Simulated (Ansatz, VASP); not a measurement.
# Cross-check of Eu3Ag between VASP and Ansatz, part 2 of 2

Aim: how closely do two programs agree when they are given the same cell, functional and k mesh?

VASP 6.6.1 and Ansatz 0.2.0.

So far: The starting structure; VASP: single point, PBEsol.

In doubt: warnings of the run leave room for a lower electronic state, so energies may not be the lowest and differences between runs may mislead.

### Step 3. Ansatz: single point, PBEsol

Level of this step: Ansatz beside VASP: Kohn-Sham DFT, plane waves, PBEsol (Ansatz).

Ansatz runs on its default PAW (the set named soft_2) files.

The same cell, functional, mesh and smearing now go to Ansatz, which takes its cutoff from its data sets.

Contents of input.yaml:

```yaml
crystal:
  lattice:
    - [5.103738, 0.0, 0.0]
    - [0.0, 5.103738, 0.0]
    - [0.0, 0.0, 5.103738]
  atoms:
    - { symbol: Eu, position: [0.5, 0.5, 0.0], spin: 7.0 }
    - { symbol: Eu, position: [0.5, 0.0, 0.5], spin: -7.0 }
    - { symbol: Eu, position: [0.0, 0.5, 0.5], spin: 7.0 }
    - { symbol: Ag, position: [0.0, 0.0, 0.0] }
hamiltonian:
  xc: pbesol
  pseudopotentials: { kind: paw }
magnetization:
  spin_polarized: true
kpoints:
  mp_grid: { grid: [3, 3, 3] }
scf:
  occupations: { method: gaussian, width: 0.1 }
  n_extra_bands: 17
output:
  forces: true
  stress: true
  eigenvalues: true
```

The run is started by

```
ansatz run input.yaml --threads 2 --pin off --max-ram 4608MiB --backend cpu --events-out ev --progress --plain --runs-dir out
```

Numbers of over 12 decimals in the logs are rounded to 6 here.

The log of the run:

```text
Warning: the band count 52 (scf.n_extra_bands) hosts the net moment |M| = 7.0000 μB (N_el = 70) but caps the reachable moment at 2·n_bands − N_el = 34.0000 μB, below the 55 bands that the automatic rule leaves for it — a moment growing past the seed, or the majority channel's smearing tail, pins there with fewer empty majority states than that count leaves; raise or omit scf.n_extra_bands unless the cap is intended
scf.n_extra_bands = 17 over 35 filled bands (N_el = 70.0): the run solves 52 bands
Engine: ansatz 0.2.0, x86_64-unknown-linux-gnu
Pseudopotentials: kind: paw
Pseudopotential: Eu, paw, valence charge 17, recommended cutoff 420 eV (normal), Eu.paw.azcp
Pseudopotential: Ag, paw, valence charge 19, recommended cutoff 420 eV (normal), Ag.paw.azcp
Functional definition: PBEsol
  exchange = pbesol_x
  correlation = pbesol_c
Crystal: 4 atoms, lattice volume = 132.943 Å³
Basis set: ecut = 420 eV, 2553 PW (Γ), exchange–correlation on 72×72×72 points (8 copies of the dense FFT grid, shifted against one another)
Bands: 52, of which v1, the nominal top of the filled ones, is band 35 counted from 1 (34 counted from 0)
Symmetry: 16 space group operations
Space group: P4/mmm (ITA 123), of the structure as read, at distance tolerance 5.1e-5 Å
Magnetic group: BNS 123.339 (UNI 999), of the structure as read, at distance tolerance 5.1e-5 Å
k-points: 6 of 27
Non-local potential: Eu, projectors of the file, l = 0: 3, l = 1: 2, l = 2: 2, l = 3: 3
Non-local potential: Ag, projectors of the file, l = 0: 3, l = 1: 2, l = 2: 2, l = 3: 1
PAW form: soft (Blöchl's): semilocal exchange-correlation on the pseudo side does not see the compensation charge
PAW frozen core: Eu, regenerated for the run's functional, and the local potential with it (the file was generated under x = pbe(κ = 0.804, μ = 0.219515), c = pbe(β = 0.066725))
PAW frozen core: Ag, regenerated for the run's functional, and the local potential with it (the file was generated under x = pbe(κ = 0.804, μ = 0.219515), c = pbe(β = 0.066725))
PAW one-centre angular grid: Eu, 590 points (default); XC on 64 Gauss nodes
PAW one-centre angular grid: Ag, 590 points (default); XC on 64 Gauss nodes
Initial density: superposition of atomic densities (chi_scale 0.1, normalization cell)
Starting moments: Σ|m| = 21 μB on 3 of 4 sites
Initial wavefunctions: pseudopotential atomic-orbital guess
Functional: x = pbesol(κ = 0.804, μ = 0.123457), c = pbesol(β = 0.046)
SCF iter   1: F=—  HF=-33513.668865 eV  |F-HF|=—  |Δ(HF+E_count)|=         —  Δρ=4.29e-2 (↑4.29e-2 ↓3.70e-2)  dr2=5.79e0  dr2_m=1.04e0  M=7.320 μB ∫|m|=20.653 μB  β_m=0.30  ethr=3.10e-3  ⟨swp⟩=5.8  Hψ=2099  notcnv=0
Mixer restart at iter 1: flushing history
preconditioner: auto → Kerker (q_TF=auto, 2.452 Å⁻¹)  [metal: Δε(μ)=0.055 eV  Ē_g=10.307 eV  σ=0.100 eV  W_gap=0.30  n_scr=26 (ndim 8)  ℏωp=24.1 eV  f_vac=0.000  D(μ)=17.90/eV (n_scr^D=256)]
spin=Collinear: Kerker preconditioning applied to the charge; magnetization (m = ρ↑ − ρ↓) channel mixes plain (no charge-response kernel on spin).
SCF iter   2: F=—  HF=-33513.775031 eV  |F-HF|=—  |Δ(HF+E_count)|=   1.06e-1  Δρ=2.37e-2 (↑2.37e-2 ↓2.03e-2)  dr2=1.00e0  dr2_m=4.45e-1  M=7.351 μB ∫|m|=20.610 μB  β_m=0.41  ethr=3.10e-3  ⟨swp⟩=3.2  Hψ=1120  notcnv=0  defer=103
SCF iter   3: F=—  HF=-33514.491373 eV  |F-HF|=—  |Δ(HF+E_count)|=   7.16e-1  Δρ=1.36e-2 (↑1.36e-2 ↓1.09e-2)  dr2=2.96e-1  dr2_m=1.30e-1  M=7.374 μB ∫|m|=20.703 μB  β_m=0.71  ethr=1.43e-3  ⟨swp⟩=3.2  Hψ=1060  notcnv=0  defer=103
SCF iter   4: F=—  HF=-33515.337955 eV  |F-HF|=—  |Δ(HF+E_count)|=   8.47e-1  Δρ=4.72e-3 (↑4.72e-3 ↓4.22e-3)  dr2=9.57e-2  dr2_m=5.82e-3  M=7.410 μB ∫|m|=20.995 μB  β_m=0.85  ethr=4.23e-4  ⟨swp⟩=3.7  Hψ=1310  notcnv=0  defer=103
SCF iter   5: F=—  HF=-33515.440831 eV  |F-HF|=—  |Δ(HF+E_count)|=   1.03e-1  Δρ=3.59e-3 (↑3.59e-3 ↓2.76e-3)  dr2=2.99e-2  dr2_m=3.84e-3  M=7.385 μB ∫|m|=21.115 μB  β_m=0.74  ethr=1.37e-4  ⟨swp⟩=4.1  Hψ=1362  notcnv=0  defer=106
SCF iter   6: F=—  HF=-33515.437221 eV  |F-HF|=—  |Δ(HF+E_count)|=   3.61e-3  Δρ=1.61e-3 (↑1.61e-3 ↓1.05e-3)  dr2=8.80e-3  dr2_m=8.88e-4  M=7.389 μB ∫|m|=21.097 μB  β_m=0.70  ethr=4.27e-5  ⟨swp⟩=2.7  Hψ=1120  notcnv=0  defer=105
SCF iter   7: F=—  HF=-33515.437653 eV  |F-HF|=—  |Δ(HF+E_count)|=   4.32e-4  Δρ=5.33e-4 (↑5.33e-4 ↓3.65e-4)  dr2=1.46e-3  dr2_m=6.90e-5  M=7.385 μB ∫|m|=21.092 μB  β_m=0.85  ethr=1.26e-5  ⟨swp⟩=2.4  Hψ=1074  notcnv=0  defer=104
SCF iter   8: F=—  HF=-33515.437782 eV  |F-HF|=—  |Δ(HF+E_count)|=   1.30e-4  Δρ=2.26e-4 (↑2.26e-4 ↓5.74e-5)  dr2=1.02e-4  dr2_m=1.48e-5  M=7.385 μB ∫|m|=21.090 μB  β_m=0.92  ethr=2.09e-6  ⟨swp⟩=2.0  Hψ=994  notcnv=0  defer=104
SCF iter   9: F=—  HF=-33515.437830 eV  |F-HF|=—  |Δ(HF+E_count)|=   4.77e-5  Δρ=5.74e-5 (↑5.74e-5 ↓2.88e-5)  dr2=4.50e-6  dr2_m=1.20e-6  M=7.384 μB ∫|m|=21.090 μB  β_m=0.83  ethr=1.46e-7  ⟨swp⟩=2.2  Hψ=1007  notcnv=0  defer=104
SCF iter  10: F=—  HF=-33515.447867 eV  |F-HF|=—  |Δ(HF+E_count)|=   1.00e-2  Δρ=7.56e-5 (↑2.69e-5 ↓7.56e-5)  dr2=1.47e-5  dr2_m=1.53e-6  M=7.385 μB ∫|m|=21.090 μB  β_m=0.83  ethr=6.44e-9  ⟨swp⟩=3.0  Hψ=1355  notcnv=0  defer=104
SCF iter  11: F=—  HF=-33515.447871 eV  |F-HF|=—  |Δ(HF+E_count)|=   4.16e-6  Δρ=2.20e-5 (↑2.20e-5 ↓2.13e-5)  dr2=2.91e-6  dr2_m=1.52e-7  M=7.385 μB ∫|m|=21.089 μB  β_m=0.92  ethr=6.44e-9  ⟨swp⟩=2.3  Hψ=998  notcnv=0  defer=104
SCF iter  12: F=—  HF=-33515.447871 eV  |F-HF|=—  |Δ(HF+E_count)|=   2.44e-7  Δρ=1.14e-5 (↑1.14e-5 ↓8.95e-6)  dr2=4.10e-7  dr2_m=3.07e-8  M=7.384 μB ∫|m|=21.088 μB  β_m=0.93  ethr=4.16e-9  ⟨swp⟩=2.0  Hψ=970  notcnv=0  defer=104
SCF iter  13: F=—  HF=-33515.447871 eV  |F-HF|=—  |Δ(HF+E_count)|=   2.38e-7  Δρ=5.70e-6 (↑5.70e-6 ↓4.60e-6)  dr2=1.24e-7  dr2_m=6.51e-9  M=7.384 μB ∫|m|=21.089 μB  β_m=0.83  ethr=5.86e-10  ⟨swp⟩=2.0  Hψ=1044  notcnv=0  defer=104
SCF iter  14: F=—  HF=-33515.447871 eV  |F-HF|=—  |Δ(HF+E_count)|=   1.46e-8  Δρ=7.83e-7 (↑7.83e-7 ↓6.28e-7)  dr2=4.17e-9  dr2_m=1.80e-10  M=7.384 μB ∫|m|=21.089 μB  β_m=0.92  ethr=1.77e-10  ⟨swp⟩=2.0  Hψ=1037  notcnv=0  defer=104
SCF iter  15: F=-33515.447871 eV  HF=-33515.447871 eV  |F-HF|=4.50e-8  |Δ(HF+E_count)|=   8.38e-9  Δρ=5.13e-6 (↑5.13e-6 ↓3.41e-6)  dr2=4.38e-8  dr2_m=1.17e-8  M=7.384 μB ∫|m|=21.088 μB  ethr=5.96e-12  ⟨swp⟩=15.2  Hψ=3758  notcnv=0
SCF 1 converged in 15 iterations: F = -33515.447871 eV  dr2 = 4.38e-8
  greatest PAW one-centre occupation: 1.002 electrons in one spin orbital (limit 2), on the Eu atom at site 1 (counted from 0), in its partial waves of l = 0
WARN: an SCF from ferromagnetic starting moments (7.00, 7.00, 7.00, 0.00 Bohr magnetons, atom by atom) was not made, by what the run has read of turns of its moments that order reads lower: the deck asks for what bars it, or types moments that do (magnetization.spin_polarized, in the input reference, names some of the keys), or the run goes by scf.lower_state_search: light, the default, which as a rule tries one only behind a close that has lost an order of both signs, or on which an open d or half-filled 4f shell of a PAW file has lost a moment that was set nearer to Hund's than to what is left; [rest of the remark cut]
SCF converged after 15 iterations
Magnetization: 7.3842 μB (38.6921 up, 31.3079 down)
Absolute magnetization: 21.0917 μB (∫|ρ↑−ρ↓|, with the PAW one-centre terms)
Spin contamination: 6.9777 ħ² per cell (⟨S²⟩ above its minimum at these occupations)
Per-site moments (μB) at R_I (Å): [(6.930767, 1.488666), (-6.799471, 1.488666), (6.930767, 1.488666), (0.018379, 1.488666)]
Free energy (F): -33515.447871 eV
Harris-Foulkes:  -33515.447871 eV  (|F-HF|=4.50e-8)
Internal energy: -33515.423211 eV  (E = F + TS)
E sigma→0 (E₀):  -33515.435541 eV
Entropy (-TS):   -0.024660 eV (-6.165 meV/atom)
Fermi energy:    10.793743 eV
--- Per-component energies (eV) ---
  E_band       = -403.321854
  E_kinetic    = 1581.425758
  E_local      = -8967.096475  (includes V_loc(G=0)·N_el)
  E_nonlocal   = 1508.184761
  E_hartree    = 3697.630868
  E_xc         = -709.617702
  E_vxc        = -838.874849  (∫ρ·V_xc dr)
  E_paw        = -22695.379505  (= ΣΔE_a)
  E_vpaw       = -1082.242090  (= ΣTr[D̂ρ^β])
  E_aug_tail   = 0.000286  (compensation charges beyond the density's cutoff)
  E_ewald      = -7932.654434
  E_core_change = 2.083232  (= ΣΔE_core)
  E_smearing   = -0.024660  (= −TS)
  E_closure    = -0.000000  (closes the sum)
  Σ components = -33515.447871   (vs F -33515.447871, Δ=0.00e0)
--- Forces (eV/Å), atoms counted from 1 ---
  atom   1  Eu     0.00000000     0.00000000     0.00000000
  atom   2  Eu     0.00000000     0.00000000     0.00000000
  atom   3  Eu     0.00000000     0.00000000     0.00000000
  atom   4  Ag    -0.00000000     0.00000000     0.00000000
  max |Σ_I F_I| component: 5.44e-29 eV/Å
--- Stress (GPa, compression-positive) ---
       -1.416738       0.000000       0.000000
        0.000000      -0.863982       0.000000
        0.000000       0.000000      -1.416738
  P = ⅓ Tr σ = -1.2325 GPa (-12.325 kbar)
--- Band table (eV; the first three rows and the last of 12) ---
  k-point 0 ↑: bands = [... 31 lower, 10.4145, 10.4351, 10.4483, 10.4483, 10.4956, 10.4973, 10.7559, 10.7831, ... 13 higher]
  k-point 1 ↑: bands = [... 31 lower, 10.3904, 10.3914, 10.4096, 10.4141, 10.4164, 10.4671, 10.4854, 11.1191, ... 13 higher]
  k-point 2 ↑: bands = [... 31 lower, 10.4098, 10.4098, 10.4356, 10.4537, 10.4596, 10.4596, 10.4969, 10.8448, ... 13 higher]
  k-point 5 ↓: bands = [... 31 lower, 10.7246, 11.2796, 11.6960, 11.9190, 12.2664, 12.8090, 13.0347, 13.9022, ... 13 higher]
```

Wall time 4.3 s (2 threads of Intel Xeon Platinum 8488C (Sapphire Rapids), shared host); peak memory 0.55 GiB.

The run ends at a pressure of -1.23 GPa.

### Step 4. Side by side

Known differences besides the PAW data sets themselves: the data sets hold 70 valence electrons in Ansatz (default PAW (the set named soft_2) files) and 62 in VASP; Ansatz makes its cores anew for this functional, VASP keeps those of its PBE data sets; VASP leaves aspherical gradient terms in its spheres out (LASPH is not set), Ansatz keeps them; site moments are counted in spheres of each program's own size. Total energies have different zeros and are not compared.

Both answers:

| quantity | Ansatz | VASP | difference |
| --- | --- | --- | --- |
| pressure (GPa) | -1.23 | -1.82 | +0.59 |
| total moment (μB) | 7.38 | 7.38 | 0.00 |
| moment on Eu1 (μB) | 6.93 | 6.65 | +0.28 |
| moment on Eu3 (μB) | 6.93 | 6.65 | +0.28 |
| moment on Eu2 (μB) | -6.80 | -6.57 | -0.23 |

Ansatz's pressure holds a Pulay correction of 0.07 GPa; VASP's holds none.

### Step 5. Outcome

- difference in moment on Eu3 (single point, PBEsol): 0.28 μB
- difference in pressure (single point, PBEsol): 0.59 GPa

In words: The difference in pressure is 0.59 GPa (single point, PBEsol), within the 1 GPa picked in this series as the mark of a large difference. How closely two codes agree says nothing of how well the functional describes the real material.

[Lines on the potential files, build, host, timing and source positions are cut from VASP's logs without a mark.]

[Logs are printed without paths, hosts, clocks, repeated set-up lines and the standing remarks that a program may print on its own settings, such as how far it seeks lower states.]

[Hosts, paths, dates, database ids (printed as entryN), source tags and the programs' standing remarks are cut or masked in the printed files.]
